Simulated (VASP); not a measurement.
Given:

```yaml
crystal:
  lattice:
    - [2.10414, -3.64448, 0.00000]
    - [2.10414, 3.64448, 0.00000]
    - [0.00000, 0.00000, 7.55703]
  atoms:
    - { symbol: Mg, position: [0.00000, 0.00000, 0.00000] }
    - { symbol: I, position: [0.33333, 0.66667, 0.22096] }
    - { symbol: I, position: [0.66667, 0.33333, 0.77904] }
```

The numbers are results of PBE GGA, VASP's PBE PAW potentials (set 64) (plane waves; VASP 6.6.1), not measurements. Numerical set-up: 400 eV cut-off, 6×6×3 Γ-centred mesh, Gaussian smearing of 0.010 eV, potentials Mg I.

Tensors are in the Cartesian frame of the cell as typed. Without a dispersion term in the relaxation, distances and binding between the weakly bound layers, chains or molecules are unreliable, and so is what depends on them.

**Question.** Give the electronic dielectric tensor ε∞ (DFPT, local fields included).

**Answer.** 
```
4.10  0.00  0.00
0.00  4.10  0.00
0.00  0.00  3.16
```

**Question.** Give the Born effective charges.

**Answer.** 
```tsv
atom	Z*xx	Z*yy	Z*zz	mean
Mg1	2.54	2.54	1.30	2.13
I2	-1.27	-1.27	-0.65	-1.06
I3	-1.27	-1.27	-0.65	-1.06
```

**Question.** And the static tensor with the ions free?

**Answer.** 
```
8.85  0.00  0.00
0.00  8.85  0.00
0.00  0.00  3.64
```

**Question.** Which frequencies do the optical Γ-point modes have (no LO-TO splitting)?

**Answer.** 59 (×2), 102, 161 (×2), 259 cm⁻¹.

The compound is MgI2 in the 1T layered structure. It was relaxed first, which changed the volume by +13 %.
